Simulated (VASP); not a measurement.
Here is the system:

```yaml
crystal:
  lattice:
    - [0.00000, 3.24326, 3.24326]
    - [3.24326, 0.00000, 3.24326]
    - [3.24326, 3.24326, 0.00000]
  atoms:
    - { symbol: Hg, position: [0.00000, 0.00000, 0.00000] }
    - { symbol: Te, position: [0.25000, 0.25000, 0.25000] }
```

Method: SCAN meta-GGA, VASP's PBE PAW potentials (set 64) (plane waves; VASP). Run with 520 eV cut-off, 11×11×11 Γ-centred mesh, tetrahedra with Blöchl corrections, potentials Hg Te.

**Question.** Give the energies of bands 5 to 12 at the high-symmetry points, in eV from the Fermi level.

**Answer.** 
```csv
band,Γ,X,U,L,W
5,-7.06,-6.99,-7.03,-7.04,-7.10
6,-7.06,-6.60,-6.52,-6.77,-6.43
7,-0.96,-5.75,-5.78,-5.77,-5.86
8,0.00,-2.37,-3.03,-1.04,-2.77
9,0.00,-2.37,-1.97,-1.04,-2.65
10,0.00,1.88,2.23,0.59,3.13
11,4.25,2.52,4.10,5.13,4.76
12,4.25,8.43,7.16,5.13,5.35
```

It has no gap at this level: it comes out as a metal or semimetal.

The compound is HgTe in the zinc blende structure. It was relaxed first.
